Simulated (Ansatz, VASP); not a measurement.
# One calculation of AlIn2, two programs

```
Al In
1.0
    -3.57964    3.57964    2.83827
     3.57964   -3.57964    2.83827
     3.57964    3.57964   -2.83827
Al In
2 4
Direct
  0.75000 0.75000 0.00000
  0.25000 0.25000 0.00000
  0.65965 0.15965 0.81929
  0.15965 0.34035 0.50000
  0.84035 0.65965 0.50000
  0.34035 0.84035 0.18071
```

Change from the starting cell: species swapped into the MnGe2 type (I4/mcm, No. 140).

Alike in both runs: functional PBE; k mesh 4 × 4 × 4; occupations gaussian, width 0.1 eV; no spin polarisation.

Ansatz relaxed the structure, and its values are those at the end. VASP's run is a single point on that final structure, the one shown.

|  | VASP | Ansatz |
| --- | --- | --- |
| version | VASP 6.6.1 | Ansatz 0.2.0 |
| potentials or method | VASP PAW PBE potentials, release 64 (Al, In_d) | scalar-relativistic, plane waves, PAW |
| plane-wave cutoff (eV) | 520 | 420 |
| valence electrons in the cell | 58 | 58 |

|  | VASP | Ansatz | Ansatz less VASP |
| --- | --- | --- | --- |
| gap on the k mesh at the Fermi level (eV) | none | none | - |
| pressure (GPa) | -0.1 | 0.0 | +0.03 |
| rms of the force components (eV/Å) | 0.006 | 0.007 | +0.0003 |

A gap of «none» marks a metal or a gap that the smearing closes.
